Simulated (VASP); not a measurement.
OSZICAR of a VASP run on TiW3 (atoms displaced from the space group 139 structure):

**OSZICAR**
```
       N       E                     dE             d eps       ncg     rms          rms(c)
DAV:   1     0.558933920102E+03    0.55893E+03   -0.23160E+04  7216   0.146E+03
DAV:   2    -0.112499759907E+02   -0.57018E+03   -0.56198E+03  7520   0.509E+02
DAV:   3    -0.468797608185E+02   -0.35630E+02   -0.34869E+02 10616   0.121E+02
DAV:   4    -0.479735224421E+02   -0.10938E+01   -0.10851E+01  9120   0.181E+01
DAV:   5    -0.480065869005E+02   -0.33064E-01   -0.33059E-01  9800   0.297E+00    0.360E+01
DAV:   6    -0.461236838118E+02    0.18829E+01   -0.13610E+01 10608   0.248E+01    0.163E+01
DAV:   7    -0.464151122464E+02   -0.29143E+00   -0.24320E+01 10656   0.268E+01    0.798E+00
DAV:   8    -0.452858221877E+02    0.11293E+01   -0.39091E+00 10344   0.116E+01    0.170E+00
DAV:   9    -0.452834535868E+02    0.23686E-02   -0.12870E+00 10568   0.516E+00    0.194E+00
DAV:  10    -0.452382041250E+02    0.45249E-01   -0.39843E-01 10616   0.381E+00    0.237E-01
DAV:  11    -0.452393475740E+02   -0.11434E-02   -0.12953E-02 10792   0.708E-01    0.282E-01
DAV:  12    -0.452379096683E+02    0.14379E-02   -0.11500E-02 10528   0.598E-01    0.708E-02
DAV:  13    -0.452378577801E+02    0.51888E-04   -0.20156E-04  8800   0.111E-01    0.335E-02
DAV:  14    -0.452378504929E+02    0.72872E-05   -0.16255E-05  9888   0.233E-02    0.186E-02
DAV:  15    -0.452378457365E+02    0.47565E-05   -0.26290E-05 10592   0.282E-02    0.319E-03
DAV:  16    -0.452378455571E+02    0.17939E-06   -0.94324E-07  5664   0.739E-03
   1 F= -.45237846E+02 E0= -.45234775E+02  d E =-.614022E-02
```

Problem. Which electronic solver shows in the log?

Solution. It is blocked Davidson (ALGO = Normal, or the opening steps of other solvers). The INCAR had ALGO = Normal.

Problem. Can the final energy be trusted as converged?

Solution. The calculation finished and met its thresholds. It stopped with EDIFF = 1E-6, NELM = 100 (PBE GGA, plane waves, VASP's PBE PAW potentials (set 64)).

The structure was generated: TiW3 was put into an ordered model structure, which need not be its known phase. The cell was not relaxed at this level, atoms are displaced from their ideal sites. The k-mesh is coarse (spacing up to 0.39 per Å, 2π included), so the numbers may not be converged in it.
